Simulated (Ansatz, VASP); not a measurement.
# H: VASP beside Ansatz

One calculation is typed for both programs; each brings its own data sets. How far apart do they land? Of the first pair: The two relaxations start from unlike cells of this crystal (the structure described is Ansatz's start), so only their ends are compared.

Calculated with Ansatz 0.2.0; plane waves, with VASP 6.6.1 beside it; relaxation of cell and atoms at LDA and elastic constants at LDA.

### Step 1. Starting point

Symmetry: I4/mmm, No. 139, tetragonal system. Conventional cell: a = 2.868 Å, b = 2.868 Å, c = 3.850 Å, α = 90.00°, β = 90.00°, γ = 90.00°. Nearest to H lie 1 H at 0.77 Å.

As a file:

```xyz
2
Lattice="-1.4338 1.4338 1.9250 1.4338 -1.4338 1.9250 1.4338 1.4338 -1.9250" Properties=species:S:1:pos:R:3 pbc="T T T"
H     0.0000    0.0000    3.4642
H     0.0000    0.0000    0.3859
```

### Step 2. VASP: relaxation of cell and atoms, LDA

The relaxed volume is the usual yardstick between codes: in a stiff, nearly cubic crystal its relative difference is about their pressure difference at one cell divided by the bulk modulus.

Lines of VASP's logs that name or quote its potential files are left out, and so is its time.

The input, INCAR:

```
SYSTEM = H
PREC = Accurate
ENCUT = 500
EDIFF = 1E-07
NELM = 120
ISMEAR = 0
SIGMA = 0.02
LREAL = .FALSE.
ALGO = Normal
GGA = PW92
NBANDS = 7
LORBIT = 11
LWAVE = .FALSE.
LCHARG = .FALSE.
ISIF = 3
IBRION = 2
NSW = 80
EDIFFG = -0.005
LASPH = .TRUE.
GGA_COMPAT = .FALSE.
NELMIN = 4
EFERMI = MIDGAP
```

The input, POSCAR:

```
H
1.0
   -1.3956792617      1.3956792617      1.8821525512
    1.3956792617     -1.3956792617      1.8821525512
    1.3956792617      1.3956792617     -1.8821525512
H
2
Direct
    0.8975849890      0.8975849890      0.0000000000
    0.1024150110      0.1024150110      0.0000000000
```

The input, KPOINTS:

```
Automatic mesh
0
Gamma
10 10 10
0 0 0
```

Potentials, in the order of the species: H (LDA family, release 64).

Run with:

```sh
> mpirun -np 1 vasp_std
```

Numbers of over 12 decimals in the logs are rounded to 6 here.

What it wrote:

```text
[banner, memory and clock lines left out]
running    1 mpi-ranks, on    1 nodes
 distrk:  each k-point on    1 cores,    1 groups
 distr:  one band on    1 cores,    1 groups

 POSCAR found type information on POSCAR H
 POSCAR found :  1 types and       2 ions
|                                                                             |
|               ----> ADVICE to this user running VASP <----                  |
|                                                                             |
|     You enforced a specific xc type in the INCAR file but a different       |
|     [... a line on the potential file left out ...]
|     I HOPE YOU KNOW WHAT YOU ARE DOING!                                     |
|                                                                             |

 LDA part: xc-table for (Slater(with rela. corr.)+PW92), standard interpolation
 POSCAR, INCAR and KPOINTS ok, starting setup
 FFT: planning ... GRIDC
 FFT: planning ... GRID_SOFT
 FFT: planning ... GRID
 WAVECAR not read
 entering main loop
       N       E                     dE             d eps       ncg     rms          rms(c)
DAV:   1    -0.709600309943E+01   -0.70960E+01   -0.53809E+02  1470   0.196E+02
DAV:   2    -0.729077542477E+01   -0.19477E+00   -0.19477E+00  1939   0.929E+00
DAV:   3    -0.729094174475E+01   -0.16632E-03   -0.16632E-03  1568   0.265E-01
DAV:   4    -0.729094185908E+01   -0.11433E-06   -0.11433E-06  2072   0.722E-03
DAV:   5    -0.729094185913E+01   -0.53753E-10   -0.53745E-10  1554   0.854E-05    0.417E+00
DAV:   6    -0.695309286172E+01    0.33785E+00   -0.19277E-01  1428   0.156E+00    0.226E+00
DAV:   7    -0.680581430313E+01    0.14728E+00   -0.33150E-01  1470   0.215E+00    0.205E-01
DAV:   8    -0.680659913147E+01   -0.78483E-03   -0.16466E-03  1554   0.192E-01    0.711E-02
DAV:   9    -0.680645925829E+01    0.13987E-03   -0.29766E-04  1624   0.661E-02    0.650E-03
DAV:  10    -0.680645969695E+01   -0.43866E-06   -0.29644E-06  1596   0.117E-02    0.148E-03
DAV:  11    -0.680645985769E+01   -0.16074E-06   -0.75599E-08  1680   0.137E-03    0.108E-04
DAV:  12    -0.680645985595E+01    0.17442E-08   -0.21082E-10   791   0.877E-05
   1 F= -.68064599E+01 E0= -.68064599E+01  d E =-.680646E+01
[... from here on, the cycles between the ionic steps are left out ...]
   2 F= -.68064673E+01 E0= -.68064673E+01  d E =-.746965E-05
   3 F= -.68064831E+01 E0= -.68064831E+01  d E =-.232843E-04
   4 F= -.68064851E+01 E0= -.68064851E+01  d E =-.252815E-04
   5 F= -.68064891E+01 E0= -.68064891E+01  d E =-.292851E-04
   6 F= -.68064903E+01 E0= -.68064903E+01  d E =-.114207E-05
   7 F= -.68064936E+01 E0= -.68064936E+01  d E =-.448272E-05
   8 F= -.68064999E+01 E0= -.68064999E+01  d E =-.107816E-04
   9 F= -.68065110E+01 E0= -.68065110E+01  d E =-.218470E-04
  10 F= -.68065270E+01 E0= -.68065270E+01  d E =-.378282E-04
 curvature:  -4.02 expect dE=-0.913E-04 dE for cont linesearch -0.569E-05
 ZBRENT: increasing intervall
 opt :   0.9119  next Energy=    -6.806535 (dE=-0.455E-04)
 bond charge predicted
       N       E                     dE             d eps       ncg     rms          rms(c)
DAV:   1    -0.680655496405E+01   -0.27998E-04   -0.14703E-03  1610   0.200E-01    0.307E-02
DAV:   2    -0.680654011300E+01    0.14851E-04   -0.10973E-05  1463   0.157E-02    0.168E-02
DAV:   3    -0.680653416882E+01    0.59442E-05   -0.14196E-05  1561   0.142E-02    0.108E-03
DAV:   4    -0.680653417943E+01   -0.10613E-07   -0.58368E-08  1274   0.150E-03
  11 F= -.68065342E+01 E0= -.68065342E+01  d E =-.450384E-04
 curvature:  -5.42 expect dE=-0.172E-04 dE for cont linesearch -0.104E-05
 trial: gam= 0.00000 g(F)=  0.182E-05 g(S)=  0.136E-05 ort =-0.189E-04 (trialstep = 0.190E+00)
 search vector abs. value=  0.317E-05
 reached required accuracy - stopping structural energy minimisation
```

OUTCAR, selected parts (step 2):

```text
ion  position               nearest neighbor table
   1  0.898  0.898  0.000-   2 0.77
   2  0.102  0.102  0.000-   1 0.77

  LATTYP: Found a body centered tetragonal cell.
 ALAT       =     2.7913585234
 C/A-ratio  =     1.3485566511

 Subroutine GETGRP returns: Found 16 space group operations
 (whereof 16 operations were pure point group operations)

The static configuration has the point symmetry D_4h.

 Found    102 irreducible k-points:

   k-points           NKPTS =    102   k-points in BZ     NKDIM =    102   number of bands    NBANDS=      7

   dimension x,y,z NGX =    20 NGY =   20 NGZ =   20
   dimension x,y,z NGXF=    40 NGYF=   40 NGZF=   40

   ENCUT  =  500.0 eV  36.75 Ry    6.06 a.u.   4.97  4.97  4.97*2*pi/ulx,y,z

   NELECT =       2.0000    total number of electrons

 k-points in reciprocal lattice and weights: Automatic mesh
   0.00000000  0.00000000  0.00000000       0.001
   0.10000000  0.00000000 -0.00000000       0.008
   0.20000000  0.00000000 -0.00000000       0.008
   0.30000000  0.00000000 -0.00000000       0.008
   0.40000000  0.00000000 -0.00000000       0.008
   0.50000000  0.00000000 -0.00000000       0.004
   0.10000000  0.10000000 -0.00000000       0.008
   0.20000000  0.10000000 -0.00000000       0.016
   0.30000000  0.10000000 -0.00000000       0.016
[...]
-0.40000000 -0.40000000  0.40000000       0.002
   0.50000000  0.50000000  0.50000000       0.001

 average (electrostatic) potential at core
       1 -38.8468       2 -38.8468

 E-fermi :  -2.6263

 k-point     1 :       0.0000    0.0000    0.0000
  band No.  band energies     occupation
      1     -11.3879      2.00000
      2      11.0247      0.00000
      3      13.3341      0.00000
      4      22.0311      0.00000
      5      22.0311      0.00000
      6      23.5168      0.00000
    ...

 k-point     2 :       0.1000    0.0000   -0.0000
  band No.  band energies     occupation
      1     -11.1555      2.00000
      2       9.6225      0.00000
      3      13.8902      0.00000
      4      19.7209      0.00000
      5      20.8283      0.00000
      6      23.9602      0.00000
    ...

 k-point     3 :       0.2000    0.0000   -0.0000
  band No.  band energies     occupation
      1     -10.4824      2.00000
      2       6.9780      0.00000
      3      14.2942      0.00000
      4      17.1507      0.00000
      5      19.5964      0.00000
      6      24.8421      0.00000
    ...

  Total        0.0002974      0.0002974      0.0074871      0.0000000      0.0000000      0.0000000
  in kB        0.0329918      0.0329918      0.8307019      0.0000000      0.0000000      0.0000000
  external PRESSURE =       0.2988952 kB  Pullay stress =       0.0000000 kB

  energy-cutoff  :      500.00
  volume of cell :       14.44
      direct lattice vectors                 reciprocal lattice vectors
    -1.387186863  1.387186863  1.876066582     0.000000000  0.360441706  0.266515061
     1.387186863 -1.387186863  1.876066582     0.360441706  0.000000000  0.266515061
     1.387186863  1.387186863 -1.876066582     0.360441706  0.360441706  0.000000000

 POSITION                                       TOTAL-FORCE (eV/Angst)
 -----------------------------------------------------------------------------------
      0.00000      0.00000      3.36667         0.000000      0.000000     -0.004340
      0.00000      0.00000      0.38546        -0.000000     -0.000000      0.004340
 -----------------------------------------------------------------------------------
    total drift:                                0.000000      0.000000     -0.000000

  FREE ENERGIE OF THE ION-ELECTRON SYSTEM (eV)
  ---------------------------------------------------
  free  energy   TOTEN  =        -6.8065341794 eV

  energy  without entropy=       -6.8065341794  energy(sigma->0) =       -6.80653418

 reached required accuracy - stopping structural energy minimisation

 total charge
# of ion       s       p       d       tot
------------------------------------------
    1        0.580   0.026   0.000   0.606
    2        0.580   0.026   0.000   0.606
--------------------------------------------------
tot          1.160   0.053   0.000   1.212

[... 3 further parts left out ...]
```

### Step 3. Ansatz: relaxation of cell and atoms, LDA

Ansatz runs on norm-conserving files, of PseudoDojo where its log says so.

Its own start cell and the same functional (in two slightly different forms), mesh and smearing now go to Ansatz.

The input, input.yaml:

```yaml
crystal:
  lattice:
    - [-1.4338032686, 1.4338032686, 1.9250377229]
    - [1.4338032686, -1.4338032686, 1.9250377229]
    - [1.4338032686, 1.4338032686, -1.9250377229]
  atoms:
    - { symbol: H, position: [0.8997773618, 0.8997773618, 0.0] }
    - { symbol: H, position: [0.1002226382, 0.1002226382, 0.0] }
kpoints:
  mp_grid: { grid: [10, 10, 10] }
hamiltonian:
  xc: lda
  pseudopotentials: { kind: nc, accuracy: standard }
scf:
  occupations: { method: gaussian, width: 0.02 }
output:
  forces: true
  stress: true
  eigenvalues: true
basis:
  ecutwfc: 843.553
relax:
  adjacent_minimum: "off"
  f_tol: 0.003
  max_steps: 80
  cell: { stress_tol: 0.03 }
```

Run with:

```sh
> ansatz run input.yaml --threads 2 --pin off --max-ram 4096MiB --backend cpu --events-out ev --progress --plain --runs-dir out
```

What it wrote:

```text
Warning: basis.ecutwfc = 843.553 eV is below the records' recommended 1006.821291 eV, and the density's cutoff is lower with it unless basis.ecutrho_ratio is high enough to keep the records' density cutoff: compare with a run at a higher cutoff
Engine: ansatz 0.2.0, aarch64-unknown-linux-gnu
Pseudopotentials: kind: nc
Pseudopotential: H, nc, valence charge 1, recommended cutoff 1006.821291 eV (normal), H.nc.azcp (PseudoDojo's, or run here from an input of PseudoDojo's; its table is named by hamiltonian.pseudopotentials.accuracy)
Functional definition: SPW92
  exchange = slater_x
  correlation = pw_c
Crystal: 2 atoms, lattice volume = 15.830 Å³
Basis set: ecut = 843.553 eV, 925 PW (Γ)
Bands: 5, of which v1, the nominal top of the filled ones, is band 1 counted from 1 (0 counted from 0)
Symmetry: 16 space group operations
Space group: I4/mmm (ITA 139), of the structure as read, at distance tolerance 2.5e-5 Å
k-points: 102 of 1000
Non-local potential: H, projectors of the file, l = 0: 2, l = 1: 1
Initial density: superposition of atomic densities (chi_scale 0.1, normalization cell)
Initial wavefunctions: pseudopotential atomic-orbital guess
Functional: x = slater, c = lda
SCF iter   1: F=—  HF=-31.561526 eV  |F-HF|=—  |Δ(HF+E_count)|=         —  Δρ=1.04e-1  dr2=1.25e0  ethr=3.10e-3  ⟨swp⟩=4.0  Hψ=4694  notcnv=0
preconditioner: auto → none  [insulator: Δε(μ)=8.667 eV  Ē_g=19.488 eV  σ=0.020 eV  W_gap=1.00  n_scr=0 (ndim 8)  ℏωp=13.2 eV  f_vac=0.000  D(μ)=0.00/eV (n_scr^D=0)  ε∞_Penn≈1.5]
SCF iter   2: F=—  HF=-31.134076 eV  |F-HF|=—  |Δ(HF+E_count)|=   4.27e-1  Δρ=3.84e-2  dr2=1.74e-1  ethr=3.10e-3  ⟨swp⟩=3.1  Hψ=1851  notcnv=0
SCF iter   3: F=—  HF=-31.064028 eV  |F-HF|=—  |Δ(HF+E_count)|=   7.00e-2  Δρ=1.19e-3  dr2=9.09e-5  ethr=3.10e-3  ⟨swp⟩=2.9  Hψ=1061  notcnv=0
SCF iter   4: F=—  HF=-31.064022 eV  |F-HF|=—  |Δ(HF+E_count)|=   5.91e-6  Δρ=1.51e-4  dr2=3.28e-6  ethr=4.55e-6  ⟨swp⟩=2.4  Hψ=751  notcnv=0
SCF iter   5: F=-31.064023 eV  HF=-31.064023 eV  |F-HF|=7.16e-9  |Δ(HF+E_count)|=   3.92e-7  Δρ=1.16e-5  dr2=1.41e-8  ethr=5.00e-9  ⟨swp⟩=4.3  Hψ=2988  notcnv=0
SCF 1 converged in 5 iterations: F = -31.064023 eV  dr2 = 1.41e-8
relax step   1: F+E_penalty+E_count = -31.06402289 eV  Δ(F+E_penalty+E_count) = +0.000e0 eV  max|allowed force component| = 4.757e-2 eV/Å  Δτ_max = 0.0000 Å  P = -0.285 GPa  Ω = 15.830 Å³  (5 SCF iters, dr2 threshold 1.00e-7 eV, accepted)
[...]
relax step   2: F+E_penalty+E_count = -31.06434685 eV  Δ(F+E_penalty+E_count) = -3.240e-4 eV  max|allowed force component| = 2.642e-3 eV/Å  Δτ_max = 0.0004 Å  P = -0.125 GPa  Ω = 15.710 Å³  energy of the carried Pulay correction = +1.588e-4 eV  (3 SCF iters, dr2 threshold 2.00e-7 eV, accepted)
[...]
relax step   8: F+E_penalty+E_count = -31.06498751 eV  Δ(F+E_penalty+E_count) = +4.832e-6 eV  max|allowed force component| = 3.082e-4 eV/Å  Δτ_max = 0.0004 Å  P = +0.001 GPa  Ω = 15.406 Å³  energy of the carried Pulay correction = +5.683e-4 eV  (5 SCF iters, accepted)
[...]
relax step   9: F+E_penalty+E_count = -31.06437123 eV  Δ(F+E_penalty+E_count) = +6.163e-4 eV  max|allowed force component| = 1.694e-3 eV/Å  Δτ_max = 0.0000 Å  P = -0.029 GPa  Ω = 15.406 Å³  stress off target by 4.31e-2 GPa  SCF on the basis re-selected at this cell (its energy is not comparable with the rows above)  (4 SCF iters)
[...]
relax step  10: F+E_penalty+E_count = -31.06445227 eV  Δ(F+E_penalty+E_count) = -8.104e-5 eV  max|allowed force component| = 3.865e-3 eV/Å  Δτ_max = 0.0020 Å  P = +0.004 GPa  Ω = 15.339 Å³  energy of the carried Pulay correction = +6.710e-5 eV  (5 SCF iters, dr2 threshold 4.64e-9 eV, accepted)
[...]
relax step  11: F+E_penalty+E_count = -31.06446996 eV  Δ(F+E_penalty+E_count) = -1.769e-5 eV  max|allowed force component| = 2.038e-3 eV/Å  Δτ_max = 0.0001 Å  P = +0.004 GPa  Ω = 15.327 Å³  energy of the carried Pulay correction = +8.426e-5 eV  (3 SCF iters, dr2 threshold 9.34e-10 eV, accepted)
[...]
relax step  12: F+E_penalty+E_count = -31.06438741 eV  Δ(F+E_penalty+E_count) = +8.255e-5 eV  max|allowed force component| = 1.972e-3 eV/Å  Δτ_max = 0.0000 Å  P = +0.002 GPa  Ω = 15.327 Å³  stress off target by 1.12e-2 GPa  SCF on the basis re-selected at this cell (its energy is not comparable with the rows above)  (4 SCF iters)
basis re-selected at this cell: Δ(F+E_penalty+E_count) = +8.255e-5 eV, ΔP = -0.002 GPa vs the last step (what re-selecting the basis moved, of the pressure what is left beyond the Pulay correction that the steps carried, after the strain that the cell walked since its last selection, with what the two solves' SCF thresholds leave and, on support functions, any second-order correction that the steps lacked; it is no m [...]
SCF converged after 4 iterations
Free energy (F): -31.064387 eV
Harris-Foulkes:  -31.064387 eV  (|F-HF|=4.44e-13)
Internal energy: -31.064387 eV  (E = F + TS)
E sigma→0 (E₀):  -31.064387 eV
Fermi energy:    -2.539677 eV
--- Per-component energies (eV) ---
  E_band       = -15.725250
  E_kinetic    = 28.970613
  E_local      = -30.654216  (includes V_loc(G=0)·N_el)
  E_nonlocal   = -4.984965
  E_hartree    = 7.142380
  E_xc         = -17.873136
  E_vxc        = -23.341446  (∫ρ·V_xc dr)
  E_ewald      = -13.665063
  E_smearing   = -0.000000  (= −TS)
  E_closure    = 0.000000  (closes the sum)
  Σ components = -31.064387   (vs F -31.064387, Δ=0.00e0)
--- Forces (eV/Å), atoms counted from 1 ---
  atom   1  H     -0.00000000     0.00000000    -0.00197207
  atom   2  H     -0.00000000    -0.00000000     0.00197207
  max |Σ_I F_I| component: 1.73e-18 eV/Å
--- Stress (GPa, compression-positive) ---
       -0.002607       0.000000       0.000000
        0.000000      -0.002607      -0.000000
        0.000000       0.000000       0.011172
  P = ⅓ Tr σ = 0.0020 GPa (0.020 kbar)
--- Band table (eV; the first three rows and the last of 102) ---
  k-point 0: bands = ["-10.9564", "10.4383", "12.9745", "21.2953", "21.2953"]
  k-point 1: bands = ["-10.6782", "9.6339", "12.1775", "19.3030", "20.3232"]
  k-point 2: bands = ["-9.8785", "7.9465", "10.6323", "16.8869", "17.7353"]
  k-point 101: bands = ["-6.1381", "1.5734", "9.5052", "12.2533", "12.2533"]
--- Relaxed structure (10 steps of the walk, 10 accepted, 2 SCFs on fresh bases) ---
  F+E_penalty+E_count = -31.06438741 eV   max|allowed force component| = 1.972e-3 eV/Å   (the final SCF, on the basis selected at the relaxed cell)
  cell:  # Å, volume = 15.3269 Å³
    - [-1.408515, 1.408515, 1.931393]
    - [1.408515, -1.408515, 1.931393]
    - [1.408515, 1.408515, -1.931393]
  atoms:
    - { symbol: H, position: [0.900320, 0.900320, 0] }
    - { symbol: H, position: [0.099680, 0.099680, 0] }
```

The column dr2 measures how far the density is from self-consistency, as an energy; F and HF (Harris–Foulkes) agree once it is small.

### Step 4. Side by side

Known differences besides the potentials themselves: the cutoff is 843.553 eV in Ansatz and 500 eV in VASP; VASP's log shows a relativistic correction to its local exchange, Ansatz's none; Ansatz adds a Pulay correction to the stress that steers its cell, VASP none; Ansatz's log warns that its cutoff lies below the recommended one. Total energies have different zeros and are not compared.

Compared:

```csv
quantity,Ansatz,VASP,difference
volume (Å³),15.33,14.44,+6.14 %
"edge a after relaxation, in the typed setting (Å)",2.775,2.714,+2.21 %
```

[end of part 1 of 2]

[Lines on the potential files, build, host, timing and source positions are cut from VASP's logs without a mark.]

[Logs are printed without paths, hosts, clocks, repeated set-up lines and the standing remarks that a program may print on its own settings, such as how far it seeks lower states.]

[Hosts, paths, dates, database ids (printed as entryN), source tags and the programs' standing remarks are cut or masked in the printed files.]
